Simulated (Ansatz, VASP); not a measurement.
**Cross-check of Zr (linear Zr chain) between VASP and Ansatz**

Aim: how closely do two programs agree when they are given the same cell, functional and k mesh? The cell is taken from a series of runs on this material, whose earlier steps may have relaxed, scaled, displaced or heated it; both programs get it as it stands.

Main program and level: Ansatz 0.2.0; plane waves, with VASP 6.6.1 beside it; single point at PBE, single point at RPBE and single point at PBEsol.

### 1. The structure

The cell holds 1 atom: 1 Zr. Its edges and angles: a = 7.500 Å, b = 7.500 Å, c = 2.539 Å, α = 90.0°, β = 90.0°, γ = 90.0°. Vacuum lies along a and b. The structure's axis is c.

### 2. Ansatz: single point, PBE

Ansatz runs on its default PAW (the set named soft_2) files.

With cell and atoms fixed, the geometry can't cause a difference; cores, projectors, grids and the points listed under the comparison can.

input.yaml

```yaml
crystal:
  lattice:
    - [7.5, 0.0, 0.0]
    - [0.0, 7.5, 0.0]
    - [0.0, 0.0, 2.5385322133]
  atoms:
    - { symbol: Zr, position: [0.5, 0.5, 0.0], spin: 0.24 }
magnetization:
  spin_polarized: true
kpoints:
  mp_grid: { grid: [1, 1, 32] }
  band_path: { path: ["Γ", Z], npoints: 60 }
scf:
  occupations: { method: fermi_dirac, width: 0.05 }
hamiltonian:
  xc: pbe
output:
  transmission:
    e_range: [-2, 2]
    de: 0.035
    kmesh: [1, 1]
    reduced_basis: true
    leads: [[0, 0]]
  dos: { projected: true, e_range: [-6, 4] }
  write_potential: true
  write_density: true
  volumetric_format: npy
  elf: true
```

Launch:

```
> ansatz run input.yaml --threads 4 --pin off --max-ram 8192MiB --backend cpu --events-out ev --progress --plain --runs-dir out
```

Numbers of over 12 decimals in the logs are rounded to 6 here.

What it wrote:

```text
Engine: ansatz 0.2.0, aarch64-unknown-linux-gnu
Pseudopotentials: kind: paw
Pseudopotential: Zr, paw, valence charge 12, recommended cutoff 420 eV (normal), Zr.paw.azcp
Functional definition: PBE
  parameter kappa = 0.804
  parameter beta = 0.066725
  exchange = pbe_x(kappa = kappa, mu = beta*pi^2/3)
  correlation = pbe_c(beta = beta)
Crystal: 1 atoms, lattice volume = 142.792 Å³
Basis set: ecut = 420 eV, 2809 PW (Γ)
Bands: 11, of which v1, the nominal top of the filled ones, is band 6 counted from 1 (5 counted from 0)
Symmetry: 16 space group operations
Space group: P4/mmm (ITA 123), of the structure as read, at distance tolerance 5.2e-5 Å
Magnetic group: BNS 123.339 (UNI 999), of the structure as read, at distance tolerance 5.2e-5 Å
k-points: 17 of 32
Non-local potential: Zr, projectors of the file, l = 0: 3, l = 1: 2, l = 2: 2, l = 3: 2
PAW form: soft (Blöchl's): semilocal exchange-correlation on the pseudo side does not see the compensation charge
PAW one-centre angular grid: Zr, 590 points (default); XC on 64 Gauss nodes
Initial density: superposition of atomic densities (neutral atoms: chi_scale 0, normalization atom)
Starting moments: Σ|m| = 0.24 μB on 1 of 1 site
Initial wavefunctions: pseudopotential atomic-orbital guess
Functional: x = pbe(κ = 0.804, μ = 0.219515), c = pbe(β = 0.066725)
SCF iter   1: F=—  HF=-4179.856247 eV  |F-HF|=—  |Δ(HF+E_count)|=         —  Δρ=1.65e-2 (↑1.55e-2 ↓1.65e-2)  dr2=2.86e0  dr2_m=5.29e-4  M=0.241 μB ∫|m|=0.241 μB  β_m=0.30  ethr=3.10e-3  ⟨swp⟩=6.1  Hψ=2361  notcnv=0
Mixer restart at iter 1: flushing history
preconditioner: auto → LDOS  [metal: Δε(μ)=0.008 eV  Ē_g=3.650 eV  σ=0.050 eV  W_gap=0.04  n_scr=12 (ndim 8)  ℏωp=6.2 eV  f_vac=0.507  D(μ)=3.54/eV (n_scr^D=20)]
spin=Collinear: LDOS preconditioning applied to the charge; magnetization (m = ρ↑ − ρ↓) channel mixes plain (no charge-response kernel on spin).
SCF iter   2: F=—  HF=-4179.950098 eV  |F-HF|=—  |Δ(HF+E_count)|=   9.39e-2  Δρ=9.64e-3 (↑8.41e-3 ↓9.64e-3)  dr2=1.04e0  dr2_m=1.12e-3  M=0.276 μB ∫|m|=0.276 μB  β_m=0.50  ethr=3.10e-3  ⟨swp⟩=3.0  Hψ=976  notcnv=0  defer=10
SCF iter   3: F=—  HF=-4180.146132 eV  |F-HF|=—  |Δ(HF+E_count)|=   1.96e-1  Δρ=2.32e-3 (↑2.32e-3 ↓1.99e-3)  dr2=3.49e-2  dr2_m=9.79e-4  M=0.369 μB ∫|m|=0.369 μB  β_m=0.71  ethr=3.10e-3  ⟨swp⟩=2.9  Hψ=733  notcnv=0  defer=10
SCF iter   4: F=—  HF=-4180.181888 eV  |F-HF|=—  |Δ(HF+E_count)|=   3.58e-2  Δρ=9.24e-4 (↑9.24e-4 ↓6.84e-4)  dr2=2.14e-3  dr2_m=3.66e-4  M=0.445 μB ∫|m|=0.445 μB  β_m=0.86  ethr=2.91e-4  ⟨swp⟩=2.1  Hψ=695  notcnv=0  defer=10
SCF iter   5: F=—  HF=-4180.185457 eV  |F-HF|=—  |Δ(HF+E_count)|=   3.57e-3  Δρ=3.04e-4 (↑3.04e-4 ↓1.46e-4)  dr2=1.94e-4  dr2_m=5.08e-5  M=0.483 μB ∫|m|=0.483 μB  β_m=0.91  ethr=1.78e-5  ⟨swp⟩=2.4  Hψ=711  notcnv=0  defer=10
SCF iter   6: F=—  HF=-4180.185659 eV  |F-HF|=—  |Δ(HF+E_count)|=   2.03e-4  Δρ=1.14e-4 (↑1.14e-4 ↓8.02e-5)  dr2=1.99e-5  dr2_m=8.01e-6  M=0.497 μB ∫|m|=0.497 μB  β_m=0.96  ethr=1.62e-6  ⟨swp⟩=2.4  Hψ=607  notcnv=0  defer=10
SCF iter   7: F=—  HF=-4180.185723 eV  |F-HF|=—  |Δ(HF+E_count)|=   6.33e-5  Δρ=4.66e-5 (↑4.66e-5 ↓3.14e-5)  dr2=3.70e-6  dr2_m=1.18e-6  M=0.503 μB ∫|m|=0.504 μB  β_m=0.98  ethr=1.66e-7  ⟨swp⟩=2.2  Hψ=610  notcnv=0  defer=10
SCF iter   8: F=—  HF=-4180.185729 eV  |F-HF|=—  |Δ(HF+E_count)|=   6.09e-6  Δρ=1.26e-5 (↑1.26e-5 ↓6.00e-6)  dr2=4.87e-7  dr2_m=3.98e-8  M=0.506 μB ∫|m|=0.506 μB  β_m=0.99  ethr=3.08e-8  ⟨swp⟩=2.0  Hψ=588  notcnv=0  defer=10
SCF iter   9: F=—  HF=-4180.185729 eV  |F-HF|=—  |Δ(HF+E_count)|=   3.73e-7  Δρ=5.61e-6 (↑5.61e-6 ↓1.42e-6)  dr2=3.67e-8  dr2_m=1.20e-8  M=0.506 μB ∫|m|=0.506 μB  β_m=0.99  ethr=4.06e-9  ⟨swp⟩=2.7  Hψ=616  notcnv=0  defer=10
SCF iter  10: F=—  HF=-4180.185729 eV  |F-HF|=—  |Δ(HF+E_count)|=   1.07e-7  Δρ=1.85e-6 (↑1.85e-6 ↓1.07e-6)  dr2=2.82e-9  dr2_m=2.08e-9  M=0.505 μB ∫|m|=0.506 μB  β_m=1.00  ethr=3.06e-10  ⟨swp⟩=2.2  Hψ=612  notcnv=0  defer=10
SCF iter  11: F=—  HF=-4180.185729 eV  |F-HF|=—  |Δ(HF+E_count)|=   1.68e-8  Δρ=7.47e-7 (↑7.47e-7 ↓6.25e-7)  dr2=6.22e-10  dr2_m=4.71e-10  M=0.505 μB ∫|m|=0.505 μB  β_m=1.00  ethr=2.35e-11  ⟨swp⟩=2.3  Hψ=619  notcnv=0  defer=10
SCF iter  12: F=-4180.185729 eV  HF=-4180.185729 eV  |F-HF|=4.09e-11  |Δ(HF+E_count)|=   1.73e-9  Δρ=9.70e-8 (↑9.70e-8 ↓8.87e-8)  dr2=1.70e-11  dr2_m=8.74e-12  M=0.505 μB ∫|m|=0.505 μB  ethr=5.19e-12  ⟨swp⟩=3.0  Hψ=1423  notcnv=0
SCF 1 converged in 12 iterations: F = -4180.185729 eV  dr2 = 1.70e-11
  greatest PAW one-centre occupation: 0.997 electrons in one spin orbital (limit 2), on the Zr atom at site 0 (counted from 0), in its partial waves of l = 0
the search or the solves at the SCF's close seem to have found levels that the self-consistency loop had missed (the run counts 2). By its estimate they hold under 1e-12 electrons; where the run keeps them, the occupations were computed again with them
transmission: 8 of 48 steps passed
transmission: 12 of 48 steps passed
[...]
transmission: 48 of 48 steps passed
WARN: The input density's exchange-correlation potential varies sharply where the density is thin. Do not read a vacuum level from v_tot or v_xc, or from such a field of the output density. On a cell that repeats whose density bears no net charge and no dipole along the vacuum's axis use v_es (v_loc + v_h of the components); under efield.dipole_correction with no amplitude use v_es + v_field, which holds any external [...]
NSCF: frozen V_eff on 61 k-points
SCF converged after 12 iterations
Magnetization: 0.5052 μB (6.2526 up, 5.7474 down)
Absolute magnetization: 0.5054 μB (∫|ρ↑−ρ↓|, with the PAW one-centre terms)
Spin contamination: 0.0012 ħ² per cell (⟨S²⟩ above its minimum at these occupations)
Per-site moments (μB) at R_I (Å): [(0.212990, 1.047145)]
Free energy (F): -4180.185729 eV
Harris-Foulkes:  -4180.185729 eV  (|F-HF|=4.09e-11)
Internal energy: -4180.161890 eV  (E = F + TS)
E sigma→0 (E₀):  -4180.173810 eV
Entropy (-TS):   -0.023839 eV (-23.839 meV/atom)
Fermi energy:    -0.598639 eV
--- Per-component energies (eV) ---
  E_band       = -272.492137
  E_kinetic    = 332.215289
  E_local      = -1984.662743  (includes V_loc(G=0)·N_el)
  E_nonlocal   = 84.075361
  E_hartree    = 782.217257
  E_xc         = -158.539085
  E_vxc        = -186.759939  (∫ρ·V_xc dr)
  E_paw        = -2955.174911  (= ΣΔE_a)
  E_vpaw       = -81.794551  (= ΣTr[D̂ρ^β])
  E_aug_tail   = 0.000027  (compensation charges beyond the density's cutoff)
  E_ewald      = -280.293085
  E_smearing   = -0.023839  (= −TS)
  E_closure    = -0.000000  (closes the sum)
  Σ components = -4180.185729   (vs F -4180.185729, Δ=0.00e0)
--- Band table (eV; the first three rows and the last of 34) ---
  k-point 0 ↑: bands = [... 2 lower, -28.2381, -25.9692, -3.1444, -1.9378, -0.8826, -0.6686, 0.8693, 0.8693, ... 1 higher]
  k-point 1 ↑: bands = [... 2 lower, -28.2341, -26.0048, -3.0784, -1.9047, -0.8670, -0.6534, 0.8621, 0.8621, ... 1 higher]
  k-point 2 ↑: bands = [... 2 lower, -28.2223, -26.1095, -2.8886, -1.8001, -0.8204, -0.6083, 0.8353, 0.8353, ... 1 higher]
  k-point 16 ↓: bands = [... 2 lower, -27.5345, -27.5345, -2.1582, -2.1582, 1.7245, 1.7861, 2.3323, 3.8399, ... 1 higher]
--- Transmission ---
  basis      : 497 plane waves across, 4 finite elements along
  points     : 1, standing for a mesh of 1 x 1
  filling    : by the input's occupations and mesh, since the crystals that have channels conduct as metals do. If one of these is a semiconductor, that mesh has misplaced its level
  energies   : 115 from -2.000000 to 1.990000 eV about the Fermi level, 0.035000 eV apart; the leads are filled to 0.000000 eV, and channels, transmission and decay are at -0.005000 eV
  crystal 0  : Zr1, at the sites [0, 0], period 2.5385 Å: whole cells are its period
    offset         : up to 0.0000 Å between an atom of the period and one for which it stands
    filled         : 2.6 meV under the level at which it is neutral
    channels       : 6.000000e0 up, 4.000000e0 down
    conductance    : 6.8455e14 S/m² at 300 K; may be off by some 0.0 % by where its bands' edges are placed, 0.1 % from the distance to neutral
```

### 3. VASP: single point, PBE

The same cell, functional, mesh and smearing now go to VASP, with its own data sets.

Lines of VASP's logs that name or quote its potential files are left out, and so is its time.

INCAR

```
SYSTEM = Zr
PREC = Accurate
ENCUT = 400
EDIFF = 1E-06
NELM = 200
ISMEAR = -1
SIGMA = 0.05
LREAL = .FALSE.
ALGO = Normal
GGA = PE
NBANDS = 13
ISPIN = 2
MAGMOM = 0.21
LASPH = .TRUE.
LMAXMIX = 4
LORBIT = 11
LWAVE = .FALSE.
LCHARG = .FALSE.
ISIF = 2
GGA_COMPAT = .FALSE.
KPAR = 2
```

POSCAR

```
Zr
1.0
    7.5000000000      0.0000000000      0.0000000000
    0.0000000000      7.5000000000      0.0000000000
    0.0000000000      0.0000000000      2.5385322133
Zr
1
Direct
    0.5000000000      0.5000000000      0.0000000000
```

KPOINTS

```
Automatic mesh
0
Gamma
1 1 32
0 0 0
```

The projector-augmented-wave data sets are Zr_sv (PBE family, release 64).

Launch:

```
> mpirun -np 2 vasp_std
```

What it wrote:

```text
[banner, memory and clock lines left out]
running    2 mpi-ranks, on    1 nodes
 distrk:  each k-point on    1 cores,    2 groups
 distr:  one band on    1 cores,    1 groups

 POSCAR found type information on POSCAR Zr
 POSCAR found :  1 types and       1 ions
 LDA part: xc-table for (Slater+PW92), standard interpolation
 POSCAR, INCAR and KPOINTS ok, starting setup
 FFT: planning ... GRIDC
 FFT: planning ... GRID_SOFT
 FFT: planning ... GRID
 WAVECAR not read
 entering main loop
       N       E                     dE             d eps       ncg     rms          rms(c)
DAV:   1     0.422965880542E+02    0.42297E+02   -0.54922E+03  1300   0.541E+02
DAV:   2    -0.430090208518E+00   -0.42727E+02   -0.40107E+02  1231   0.147E+02
DAV:   3    -0.531803252779E+01   -0.48879E+01   -0.45786E+01  1509   0.304E+01
DAV:   4    -0.548519195085E+01   -0.16716E+00   -0.16406E+00  1145   0.512E+00
DAV:   5    -0.548908788086E+01   -0.38959E-02   -0.38951E-02  1312   0.741E-01    0.885E+00
DAV:   6    -0.494091581529E+01    0.54817E+00   -0.40738E-01   934   0.510E+00    0.453E+00
DAV:   7    -0.485693015538E+01    0.83986E-01   -0.22963E-01   999   0.382E+00    0.122E+00
DAV:   8    -0.486127150226E+01   -0.43413E-02   -0.97678E-03  1046   0.722E-01    0.583E-01
DAV:   9    -0.486306951679E+01   -0.17980E-02   -0.12653E-03  1065   0.262E-01    0.263E-01
DAV:  10    -0.486499456605E+01   -0.19250E-02   -0.78638E-04  1140   0.207E-01    0.143E-01
DAV:  11    -0.486719838412E+01   -0.22038E-02   -0.10034E-03   989   0.226E-01    0.118E-01
DAV:  12    -0.486819021580E+01   -0.99183E-03   -0.87170E-04   914   0.180E-01    0.676E-02
DAV:  13    -0.486854135226E+01   -0.35114E-03   -0.30020E-04  1057   0.112E-01    0.415E-02
DAV:  14    -0.486868156925E+01   -0.14022E-03   -0.18225E-04   884   0.893E-02    0.296E-02
DAV:  15    -0.486873516499E+01   -0.53596E-04   -0.10404E-04   977   0.665E-02    0.160E-02
DAV:  16    -0.486876248303E+01   -0.27318E-04   -0.50476E-05   889   0.473E-02    0.542E-03
DAV:  17    -0.486876797626E+01   -0.54932E-05   -0.10574E-05   904   0.201E-02    0.325E-03
DAV:  18    -0.486876920404E+01   -0.12278E-05   -0.63435E-06   854   0.154E-02    0.167E-03
DAV:  19    -0.486876989538E+01   -0.69134E-06   -0.55408E-06   836   0.135E-02
   1 F= -.48687699E+01 E0= -.48568986E+01  d E =-.237426E-01  mag=     0.5140
```

OUTCAR, selected parts (step 3):

```text
ion  position               nearest neighbor table
   1  0.500  0.500  0.000-

  LATTYP: Found a simple tetragonal cell.
 ALAT       =     7.5000000000
 C/A-ratio  =     0.3384709618

 Subroutine GETGRP returns: Found 16 space group operations
 (whereof 16 operations were pure point group operations)

The static configuration has the point symmetry D_4h.

 Found     17 irreducible k-points:

   k-points           NKPTS =     17   k-points in BZ     NKDIM =     17   number of bands    NBANDS=     13

   dimension x,y,z NGX =    50 NGY =   50 NGZ =   18
   dimension x,y,z NGXF=   100 NGYF=  100 NGZF=   36

   ENCUT  =  400.0 eV  29.40 Ry    5.42 a.u.  12.23 12.23  4.14*2*pi/ulx,y,z

   NELECT =      12.0000    total number of electrons

 k-points in reciprocal lattice and weights: Automatic mesh
   0.00000000  0.00000000  0.00000000       0.031
   0.00000000  0.00000000  0.03125000       0.062
   0.00000000  0.00000000  0.06250000       0.062
   0.00000000  0.00000000  0.09375000       0.062
   0.00000000  0.00000000  0.12500000       0.062
   0.00000000  0.00000000  0.15625000       0.062
   0.00000000  0.00000000  0.18750000       0.062
   0.00000000  0.00000000  0.21875000       0.062
   0.00000000  0.00000000  0.25000000       0.062
[...]
0.00000000  0.00000000  0.46875000       0.062
   0.00000000  0.00000000  0.50000000       0.031

 average (electrostatic) potential at core
       1 -85.3335

 E-fermi :  -1.4196

 spin component 1
 k-point     1 :       0.0000    0.0000    0.0000
  band No.  band energies     occupation
    ...
      4     -26.7949      1.00000
      5      -3.9709      1.00000
      6      -2.7586      1.00000
      7      -1.7058      0.99674
      8      -1.4926      0.81137
      9       0.0482      0.00000
     10       0.0482      0.00000
     11       2.0238      0.00000
     12       2.9643      0.00000
     13       3.9937      0.00000

 k-point     2 :       0.0000    0.0000    0.0312
  band No.  band energies     occupation
    ...
      4     -26.8304      1.00000
      5      -3.9049      1.00000
      6      -2.7254      1.00000
      7      -1.6902      0.99555
      8      -1.4775      0.76073
      9       0.0410      0.00000
     10       0.0410      0.00000
     11       2.0457      0.00000
     12       2.9838      0.00000
     13       3.8716      0.00000

 k-point     3 :       0.0000    0.0000    0.0625
  band No.  band energies     occupation
    ...
      4     -26.9349      1.00000
      5      -3.7153      1.00000
      6      -2.6206      1.00000
      7      -1.6436      0.98879
      8      -1.4323      0.56325
      9       0.0144      0.00000
     10       0.0144      0.00000
     11       2.1111      0.00000
     12       3.0421      0.00000
     13       3.6117      0.00000

 k-point     4 :       0.0000    0.0000    0.0938
  band No.  band energies     occupation
    ...
      3     -29.0379      1.00000
      4     -27.1017      1.00000
      5      -3.4289      1.00000
      6      -2.4253      1.00000
      7      -1.5667      0.94985
      8      -1.3579      0.22547
      9      -0.0463      0.00000
     10      -0.0463      0.00000
     11       2.2202      0.00000
     12       3.1391      0.00000
    ...

 k-point     5 :       0.0000    0.0000    0.1250
  band No.  band energies     occupation
    ...
      3     -29.0119      1.00000
      4     -27.3214      1.00000
      5      -3.0952      1.00000
      6      -2.1031      1.00000
      7      -1.4607      0.69446
      8      -1.2554      0.03608
      9      -0.1630      0.00000
     10      -0.1630      0.00000
     11       2.3729      0.00000
     12       3.0651      0.00000
    ...

 k-point     6 :       0.0000    0.0000    0.1562
  band No.  band energies     occupation
    ...
      2     -28.9800      1.00000
      3     -28.9800      1.00000
      4     -27.5819      1.00000
      5      -2.7649      1.00000
      6      -1.6206      0.98236
      7      -1.3274      0.13642
      8      -1.1264      0.00283
      9      -0.3558      0.00000
     10      -0.3558      0.00000
     11       2.5693      0.00000
    ...

  Total       -0.4796621     -0.4796621      0.0056436     -0.0000000      0.0000000     -0.0000000
  in kB       -5.3819643     -5.3819643      0.0633227     -0.0000000      0.0000000     -0.0000000
  external PRESSURE =      -3.5668686 kB  Pullay stress =       0.0000000 kB

  energy-cutoff  :      400.00
  volume of cell :      142.79
      direct lattice vectors                 reciprocal lattice vectors
     7.500000000  0.000000000  0.000000000     0.133333333  0.000000000  0.000000000
     0.000000000  7.500000000  0.000000000     0.000000000  0.133333333  0.000000000
     0.000000000  0.000000000  2.538532213     0.000000000  0.000000000  0.393928426

 POSITION                                       TOTAL-FORCE (eV/Angst)
 -----------------------------------------------------------------------------------
      3.75000      3.75000      0.00000         0.000000      0.000000      0.000000
 -----------------------------------------------------------------------------------
    total drift:                                0.000000     -0.000000      0.000000

  FREE ENERGIE OF THE ION-ELECTRON SYSTEM (eV)
  ---------------------------------------------------
  free  energy   TOTEN  =        -4.8687698954 eV

  energy  without entropy=       -4.8450273126  energy(sigma->0) =       -4.85689860

 total charge
# of ion       s       p       d       tot
------------------------------------------
    1        2.232   5.877   1.963  10.072

 magnetization (x)
# of ion       s       p       d       tot
------------------------------------------
    1        0.008   0.003   0.278   0.289

[... 6 further parts left out ...]
```

### 4. Differences

Known differences besides the potentials themselves: VASP starts from the moments at which Ansatz ended; the cutoff is 420 eV in Ansatz and 400 eV in VASP; site moments are counted in spheres of each program's own size. Total energies have different zeros and are not compared.

The two programs side by side:

```csv
quantity,Ansatz,VASP,difference
total moment (μB),0.51,0.51,-0.01
moment on Zr1 (μB),0.21,0.29,-0.08
```

### 5. Ansatz: single point, RPBE

A single point gives forces, pressure and levels at one fixed geometry, so differences don't come from the geometry; what else differs is listed under the comparison. The cell compared in this pair holds 144.47 Å³, against 142.79 Å³ for the pair before.

The cell is taken from a series of runs on this material, whose earlier steps may have relaxed, scaled, displaced or heated it; both programs get it as it stands.

input.yaml, the sections that differ from step 2:

```yaml
crystal:
  lattice:
    - [7.5, 0.0, 0.0]
    - [0.0, 7.5, 0.0]
    - [0.0, 0.0, 2.5682940468]
  atoms:
    - { symbol: Zr, position: [0.5, 0.5, 0.0], spin: 0.22 }
hamiltonian:
  xc: rpbe
output:
  transmission:
    e_range: [-2, 2]
    de: 0.035
    kmesh: [1, 1]
    reduced_basis: true
    leads: [[0, 0]]
  dos: { projected: true, e_range: [-6, 4] }
# magnetization, kpoints, scf: as in step 2
```

Launch:

```
> ansatz run input.yaml --threads 4 --pin off --max-ram 8192MiB --backend cpu --events-out ev --progress --plain --runs-dir out
```

What it wrote:

```text
[...]
Crystal: 1 atoms, lattice volume = 144.467 Å³
Basis set: ecut = 420 eV, 2849 PW (Γ)
Bands: 11, of which v1, the nominal top of the filled ones, is band 6 counted from 1 (5 counted from 0)
Symmetry: 16 space group operations
[...]
k-points: 17 of 32
[...]
Starting moments: Σ|m| = 0.22 μB on 1 of 1 site
[...]
--- Transmission ---
  basis      : 497 plane waves across, 4 finite elements along
  points     : 1, standing for a mesh of 1 x 1
[...]
crystal 0  : Zr1, at the sites [0, 0], period 2.5683 Å: whole cells are its period
[...]
filled         : 12.5 meV under the level at which it is neutral
    channels       : 5.000000e0 up, 4.000000e0 down
[...]
[key lines of the parts left out:]
SCF converged after 13 iterations
Magnetization: 0.4906 μB (6.2453 up, 5.7547 down)
Free energy (F): -4187.226987 eV
Fermi energy:    -0.492279 eV
```

(Part 1 of 2 ends here.)

[Lines on the potential files, build, host, timing and source positions are cut from VASP's logs without a mark.]

[Logs are printed without paths, hosts, clocks, repeated set-up lines and the standing remarks that a program may print on its own settings, such as how far it seeks lower states.]

[Hosts, paths, dates, database ids (printed as entryN), source tags and the programs' standing remarks are cut or masked in the printed files.]
